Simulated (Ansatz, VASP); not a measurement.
## ZnRe: VASP beside Ansatz

INCAR

```
SYSTEM = ZnRe
ALGO = Normal
EDIFF = 1E-7
ENCUT = 520
GGA = RP
ISIF = 2
ISMEAR = -1
LASPH = .TRUE.
LCHARG = .FALSE.
LREAL = .FALSE.
LWAVE = .FALSE.
NBANDS = 16
NELM = 100
PREC = Accurate
SIGMA = 0.1
```

KPOINTS

```
k-points
0
G
  14 14 8
  0 0 0
```

File POSCAR:

```
ZnRe
1.0
    2.7482180000      0.0000000000      0.0000000000
   -1.3741090000      2.3800270000      0.0000000000
    0.0000000000      0.0000000000      4.4940660000
Zn Re
1 1
Direct
    0.0000000000      0.0000000000      0.0000000000
    0.3333333333      0.6666666667      0.5000000000
```

Input for Ansatz:

```yaml
crystal:
  lattice:
    - [2.748218, 0.0, 0.0]
    - [-1.374109, 2.380027, 0.0]
    - [0.0, 0.0, 4.494066]
  atoms:
    - { symbol: Zn, position: [0.0, 0.0, 0.0] }
    - { symbol: Re, position: [0.3333333333333333, 0.6666666666666666, 0.5] }
basis:
  ecutwfc: 489.804952427784
kpoints:
  mp_grid:
    grid: [14, 14, 8]
hamiltonian:
  xc: rpbe
scf:
  occupations:
    method: fermi_dirac
output:
  stress: true
```

The cell comes from a database or a generator and needn't be the stable form of this composition.

Alike in both runs: task single point; functional RPBE; k mesh 14 × 14 × 8; no spin polarisation.

|  | VASP | Ansatz |
| --- | --- | --- |
| version | VASP 6.6.1 | Ansatz 0.2.0 |
| potentials or method | VASP PAW PBE potentials, release 64 (Zn, Re) | plane waves, PAW |
| plane-wave cutoff (eV) | 520 | 490 |
| occupations | fermi-dirac, width 0.1 eV | fermi-dirac |
| valence electrons in the cell | 19 | 27 |

Ansatz gave:

```
pressure (GPa)                                  : 2.4
largest component of the traceless stress (GPa) : 0.32
```

Q: What did VASP give for the same quantities?

A: Pressure (GPa): 2.3; largest component of the traceless stress (GPa): 0.02.

The two sets of potentials don't hold the same shells in valence.

Caveats: the PAW data sets were made with another functional, which shifts forces and pressure a little (VASP). Spin-orbit coupling is left out, which matters for the levels of Re.
